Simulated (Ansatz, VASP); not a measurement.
# Cross-check of LaIrS3 between VASP and Ansatz, part 3 of 3

Aim: how closely do two programs agree when they are given the same cell, functional and k mesh? The cell is generated by rule, not measured, and may not be a known phase. The cell is taken from a series of runs on this material, whose earlier steps may have relaxed, scaled, displaced or heated it; both programs get it as it stands.

VASP 6.6.1 and Ansatz 0.2.0.

So far: The starting structure; Ansatz: zone-centre phonons, PBEsol; VASP: zone-centre phonons, PBEsol.

## Step 3: VASP: zone-centre phonons, PBEsol (continued)

Level of this step: PBEsol, no spin polarisation; plane waves and PAW (La, Ir, S); invented cell (VASP).

Numbers of over 12 decimals in the logs are rounded to 6 here.

OUTCAR, selected parts (step 3):

```text
ion  position               nearest neighbor table
   1  0.000  0.000  0.000-
   2  0.500  0.500  0.500-   3 2.32   4 2.32   5 2.32   3 2.32   5 2.32   4 2.32
   3  0.500  0.500  0.000-   2 2.32   2 2.32
   4  0.000  0.500  0.500-   2 2.32   2 2.32
   5  0.500  0.000  0.500-   2 2.32   2 2.32

  LATTYP: Found a simple cubic cell.
 ALAT       =     4.6342572702

 Subroutine GETGRP returns: Found 48 space group operations
 (whereof 48 operations were pure point group operations)

The static configuration has the point symmetry O_h .

 Found     35 irreducible k-points:

   k-points           NKPTS =     35   k-points in BZ     NKDIM =     35   number of bands    NBANDS=     25

   dimension x,y,z NGX =    36 NGY =   36 NGZ =   36
   dimension x,y,z NGXF=    72 NGYF=   72 NGZF=   72

   ENCUT  =  500.0 eV  36.75 Ry    6.06 a.u.   8.45  8.45  8.45*2*pi/ulx,y,z

   NELECT =      38.0000    total number of electrons

 k-points in reciprocal lattice and weights: Automatic mesh
   0.00000000  0.00000000  0.00000000       0.002
   0.12500000  0.00000000  0.00000000       0.012
   0.25000000  0.00000000  0.00000000       0.012
   0.37500000  0.00000000  0.00000000       0.012
   0.50000000  0.00000000  0.00000000       0.006
   0.12500000  0.12500000  0.00000000       0.023
   0.25000000  0.12500000  0.00000000       0.047
   0.37500000  0.12500000  0.00000000       0.047
   0.50000000  0.12500000  0.00000000       0.023
[...]
0.50000000  0.50000000  0.37500000       0.012
   0.50000000  0.50000000  0.50000000       0.002

 average (electrostatic) potential at core
       1 -96.7410       2 -50.6381       3 -83.9414       4 -83.9414       5 -83.9414

  Total        0.3315680      0.3315680      0.3315680     -0.0000000      0.0000000      0.0000000
  in kB        5.3375606      5.3375606      5.3375606     -0.0000000      0.0000000      0.0000000
  external PRESSURE =       5.3375606 kB  Pullay stress =       0.0000000 kB

  energy-cutoff  :      500.00
  volume of cell :       99.53
      direct lattice vectors                 reciprocal lattice vectors
     4.634257270  0.000000000  0.000000000     0.215784308  0.000000000  0.000000000
[...]
-----------------------------------------------------------------------------------
      0.00000      0.00000      0.00000         0.000000      0.000000      0.000000
      2.31713      2.31713      2.31713         0.000000      0.000000      0.000000
      2.31713      2.31713      0.00000         0.000000      0.000000      0.000000
      0.00000      2.31713      2.31713         0.000000      0.000000      0.000000
      2.31713      0.00000      2.31713         0.000000      0.000000      0.000000
 -----------------------------------------------------------------------------------
    total drift:                                0.000000      0.000000      0.000000

 Eigenvectors and eigenvalues of the dynamical matrix
 ----------------------------------------------------

   1 f  =   11.307081 THz    71.044486 2PiTHz  377.163628 cm-1    46.762309 meV
             X         Y         Z           dx          dy          dz
      0.000000  0.000000  0.000000    -0.000127    0.000422   -0.000000
      2.317129  2.317129  2.317129     0.090502   -0.300632    0.000000
      2.317129  2.317129  0.000000     0.025097   -0.083368   -0.000000
      0.000000  2.317129  2.317129    -0.271375   -0.083368    0.000000
      2.317129  0.000000  2.317129     0.025097    0.901457    0.000000

   2 f  =   11.307081 THz    71.044486 2PiTHz  377.163628 cm-1    46.762309 meV
             X         Y         Z           dx          dy          dz
      0.000000  0.000000  0.000000     0.000000   -0.000000   -0.000441
      2.317129  2.317129  2.317129     0.000000    0.000000    0.313959
      2.317129  2.317129  0.000000     0.000000    0.000000   -0.941419
      0.000000  2.317129  2.317129    -0.000000    0.000000    0.087064
      2.317129  0.000000  2.317129     0.000000   -0.000000    0.087064

   3 f  =   11.307081 THz    71.044486 2PiTHz  377.163628 cm-1    46.762309 meV
             X         Y         Z           dx          dy          dz
      0.000000  0.000000  0.000000    -0.000422   -0.000127    0.000000
      2.317129  2.317129  2.317129     0.300632    0.090502   -0.000000
      2.317129  2.317129  0.000000     0.083368    0.025097    0.000000
      0.000000  2.317129  2.317129    -0.901457    0.025097   -0.000000
      2.317129  0.000000  2.317129     0.083368   -0.271375   -0.000000

   4 f  =    0.039624 THz     0.248967 2PiTHz    1.321726 cm-1     0.163873 meV
             X         Y         Z           dx          dy          dz
      0.000000  0.000000  0.000000    -0.576372   -0.146016    0.012070
      2.317129  2.317129  2.317129    -0.634689   -0.160790    0.013291
      2.317129  2.317129  0.000000    -0.261524   -0.066254    0.005440
      0.000000  2.317129  2.317129    -0.259769   -0.066254    0.005477
      2.317129  0.000000  2.317129    -0.261524   -0.065809    0.005477

   5 f  =    0.039624 THz     0.248967 2PiTHz    1.321726 cm-1     0.163873 meV
             X         Y         Z           dx          dy          dz
      0.000000  0.000000  0.000000     0.146026   -0.576495   -0.001012
      2.317129  2.317129  2.317129     0.160801   -0.634825   -0.001115
      2.317129  2.317129  0.000000     0.066258   -0.261580   -0.000456
      0.000000  2.317129  2.317129     0.065813   -0.261580   -0.000459
      2.317129  0.000000  2.317129     0.066258   -0.259824   -0.000459

   6 f  =    0.039624 THz     0.248967 2PiTHz    1.321726 cm-1     0.163873 meV
             X         Y         Z           dx          dy          dz
      0.000000  0.000000  0.000000    -0.011949   -0.001983   -0.594579
      2.317129  2.317129  2.317129    -0.013158   -0.002183   -0.654739
      2.317129  2.317129  0.000000    -0.005422   -0.000900   -0.267975
      0.000000  2.317129  2.317129    -0.005385   -0.000900   -0.269785
      2.317129  0.000000  2.317129    -0.005422   -0.000894   -0.269785

   7 f/i=    1.295592 THz     8.140446 2PiTHz   43.216306 cm-1     5.358137 meV
             X         Y         Z           dx          dy          dz
      0.000000  0.000000  0.000000     0.000594    0.019595   -0.797301
      2.317129  2.317129  2.317129    -0.000404   -0.013313    0.541700
      2.317129  2.317129  0.000000    -0.000090   -0.002957    0.203280
      0.000000  2.317129  2.317129    -0.000152   -0.002957    0.120303
      2.317129  0.000000  2.317129    -0.000090   -0.004996    0.120303

   8 f/i=    1.295592 THz     8.140446 2PiTHz   43.216306 cm-1     5.358137 meV
             X         Y         Z           dx          dy          dz
      0.000000  0.000000  0.000000     0.796325    0.043996    0.001675
      2.317129  2.317129  2.317129    -0.541038   -0.029891   -0.001138
      2.317129  2.317129  0.000000    -0.120156   -0.006638   -0.000427
      0.000000  2.317129  2.317129    -0.203031   -0.006638   -0.000253
      2.317129  0.000000  2.317129    -0.120156   -0.011217   -0.000253

   9 f/i=    1.295592 THz     8.140446 2PiTHz   43.216306 cm-1     5.358137 meV
             X         Y         Z           dx          dy          dz
      0.000000  0.000000  0.000000    -0.044024    0.796086    0.019532
      2.317129  2.317129  2.317129     0.029910   -0.540875   -0.013271
      2.317129  2.317129  0.000000     0.006643   -0.120120   -0.004980
      0.000000  2.317129  2.317129     0.011224   -0.120120   -0.002947
      2.317129  0.000000  2.317129     0.006643   -0.202970   -0.002947

  10 f/i=    5.680674 THz    35.692727 2PiTHz  189.486888 cm-1    23.493369 meV
             X         Y         Z           dx          dy          dz
      0.000000  0.000000  0.000000     0.016673   -0.099893    0.000411
      2.317129  2.317129  2.317129     0.069642   -0.417252    0.001719
      2.317129  2.317129  0.000000    -0.104784    0.627804    0.000095
      0.000000  2.317129  2.317129     0.003836    0.627804   -0.002586
      2.317129  0.000000  2.317129    -0.104784   -0.022984   -0.002586

  11 f/i=    5.680674 THz    35.692727 2PiTHz  189.486888 cm-1    23.493369 meV
             X         Y         Z           dx          dy          dz
      0.000000  0.000000  0.000000    -0.099379   -0.016544    0.010339
      2.317129  2.317129  2.317129    -0.415104   -0.069105    0.043186
      2.317129  2.317129  0.000000     0.624572    0.103977    0.002379
      0.000000  2.317129  2.317129    -0.022866    0.103977   -0.064979
      2.317129  0.000000  2.317129     0.624572   -0.003807   -0.064979

  12 f/i=    5.680674 THz    35.692727 2PiTHz  189.486888 cm-1    23.493369 meV
             X         Y         Z           dx          dy          dz
      0.000000  0.000000  0.000000    -0.010131   -0.002106   -0.100746
      2.317129  2.317129  2.317129    -0.042316   -0.008796   -0.420814
      2.317129  2.317129  0.000000     0.063669    0.013235   -0.023180
      0.000000  2.317129  2.317129    -0.002331    0.013235    0.633163
      2.317129  0.000000  2.317129     0.063669   -0.000485    0.633163

  13 f/i=    5.856542 THz    36.797741 2PiTHz  195.353227 cm-1    24.220702 meV
             X         Y         Z           dx          dy          dz
      0.000000  0.000000  0.000000     0.000000    0.000000    0.000000
      2.317129  2.317129  2.317129     0.000000    0.000000    0.000000
      2.317129  2.317129  0.000000    -0.166922   -0.006890    0.000000
      0.000000  2.317129  2.317129     0.000000    0.006890   -0.687088
      2.317129  0.000000  2.317129     0.166922   -0.000000    0.687088

  14 f/i=    5.856542 THz    36.797741 2PiTHz  195.353227 cm-1    24.220702 meV
             X         Y         Z           dx          dy          dz
      0.000000  0.000000  0.000000     0.000000    0.000000    0.000000
      2.317129  2.317129  2.317129     0.000000    0.000000   -0.000000
      2.317129  2.317129  0.000000    -0.354042   -0.605124   -0.000000
      0.000000  2.317129  2.317129     0.000000    0.605124    0.092079
      2.317129  0.000000  2.317129     0.354042    0.000000   -0.092079

  15 f/i=    5.856542 THz    36.797741 2PiTHz  195.353227 cm-1    24.220702 meV
             X         Y         Z           dx          dy          dz
      0.000000  0.000000  0.000000    -0.000000   -0.000000    0.000000
      2.317129  2.317129  2.317129    -0.000000   -0.000000    0.000000
      2.317129  2.317129  0.000000     0.588890   -0.365755    0.000000
      0.000000  2.317129  2.317129     0.000000    0.365755   -0.139398
      2.317129  0.000000  2.317129    -0.588890   -0.000000    0.139398

 ELASTIC MODULI CONTR FROM IONIC RELAXATION (kBar)
 Direction    XX          YY          ZZ          XY          YZ          ZX
 --------------------------------------------------------------------------------
 XX           0.0000      0.0000      0.0000      0.0000      0.0000      0.0000
 YY           0.0000      0.0000      0.0000      0.0000      0.0000      0.0000
 ZZ           0.0000      0.0000      0.0000      0.0000      0.0000      0.0000
 XY           0.0000      0.0000      0.0000      0.0000      0.0000      0.0000
 YZ           0.0000      0.0000      0.0000      0.0000      0.0000      0.0000
 ZX           0.0000      0.0000      0.0000      0.0000      0.0000      0.0000
 --------------------------------------------------------------------------------
```

This run has no spin polarisation, so a moment on Ir, if there is one, isn't seen.

## Step 4: Comparison

Known differences besides the potentials themselves: the data sets hold 46 valence electrons in Ansatz (on norm-conserving files, of PseudoDojo where its log says so) and 38 in VASP; the cutoff is 1496.63 eV in Ansatz and 500 eV in VASP. Total energies have different zeros and are not compared.

The two programs side by side:

```tsv
quantity	Ansatz	VASP	difference
optical mode 1 to 3 (imaginary, printed as negative) (cm⁻¹)	-194.6	-195.4	+0.8
optical mode 4 to 6 (imaginary, printed as negative) (cm⁻¹)	-188.6	-189.5	+0.9
optical mode 7 to 9 (imaginary, printed as negative) (cm⁻¹)	-44.1	-43.2	-0.9
optical mode 10 to 12 (cm⁻¹)	368.8	377.2	-2.21 %
```

Modes are paired by rising frequency, not by their patterns, so a pair may set unlike modes beside each other; they are those without the splitting of longitudinal modes.

## Step 5: Outcome

| Item | Value |
| --- | --- |
| r.m.s. difference of the optical zone-centre modes, each program's sorted by frequency (zone-centre phonons, PBEsol) | 4.2 cm⁻¹ |
| difference in optical mode 10 to 12 (zone-centre phonons, PBEsol) | -2.2 % |

In words: The r.m.s. difference of the optical zone-centre modes, each program's sorted by frequency is 4.2 cm⁻¹ (zone-centre phonons, PBEsol). The data sets hold unlike numbers of valence electrons (46 in Ansatz and 38 in VASP), so part of the differences comes from the potentials. Among the rows given in per cent, the largest difference of the zone-centre phonons, PBEsol pair is in optical mode 10 to 12, -2.2 %. How closely two codes agree says nothing of how well the functional describes the real material.

[Lines on the potential files, build, host, timing and source positions are cut from VASP's logs without a mark.]

[Logs are printed without paths, hosts, clocks, repeated set-up lines and the standing remarks that a program may print on its own settings, such as how far it seeks lower states.]

[Hosts, paths, dates, database ids (printed as entryN), source tags and the programs' standing remarks are cut or masked in the printed files.]
